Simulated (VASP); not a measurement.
GaP:

```
Ga P
1.0
     0.00000    2.72503    2.72503
     2.72503    0.00000    2.72503
     2.72503    2.72503    0.00000
Ga P
1 1
Direct
  0.00000 0.00000 0.00000
  0.75000 0.75000 0.75000
```

The cell is a database's computed one.

Base run:

| Property | Result |
| --- | --- |
| Program | VASP 6.6.1 |
| Functional | r2SCAN |
| Potentials or basis | VASP PAW PBE potentials, release 64 (Ga_d, P) |
| Cutoff | 450 eV |
| k mesh | 10 × 10 × 10 |
| Occupations | gaussian, width 0.02 eV |
| Spin | no spin polarisation |

Its results: band gap on the k mesh 1.86 eV, indirect (least direct gap 2.35 eV).

Q: After a change of settings the same cell gave: band gap on the k mesh 1.61 eV, indirect (least direct gap 1.83 eV). Which change was it?
A. functional from r2SCAN to PBE; cutoff from 450 eV to 300 eV
B. functional from r2SCAN to PBE0; k mesh from 10 × 10 × 10 to 8 × 8 × 8
C. functional from r2SCAN to HSE06; k mesh from 10 × 10 × 10 to 8 × 8 × 8
D. functional from r2SCAN to LDA; potentials or basis from VASP PAW PBE potentials, release 64 (Ga_d, P) to VASP PAW LDA potentials, release 64 (Ga_d, P)

A: A.

r2SCAN gives the wider gap, since meta-GGAs in the generalised Kohn-Sham scheme recover part of the derivative discontinuity.
